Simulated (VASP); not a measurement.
Input:

```
CELL_PARAMETERS angstrom
     -0.01162     3.85289     3.92340
      3.85289    -0.01162     3.92340
      1.92064     1.92064     0.00000
ATOMIC_POSITIONS crystal
  Ir 0.00000 0.00000 0.00000
  Ir 0.00000 0.50000 0.00000
  Ir 0.50000 0.00000 0.00000
  Ag 0.50000 0.50000 0.00000
```

The numbers are results of PBEsol GGA, VASP's PBE PAW potentials (set 64) (plane waves; VASP), not measurements. Run with 400 eV cut-off, 8×8×15 Γ-centred mesh, tetrahedra with Blöchl corrections, potentials Ir Ag.

The cores are frozen, which limits the accuracy of field gradients.

Task: Give the principal components of the electric field gradient (V/Å²) and the asymmetry η at each nucleus.

Result: 
```tsv
atom	Vxx	Vyy	Vzz	η
Ir1	23.2	13.8	-37.1	0.25
Ir2	-20.5	-10.1	30.6	0.34
Ir3	-20.5	-10.1	30.6	0.34
Ag4	-13.9	-5.7	19.6	0.41
```

The structure was generated: AgIr3 was put into an ordered model structure (Cmmm), which need not be its known phase. It was relaxed first.
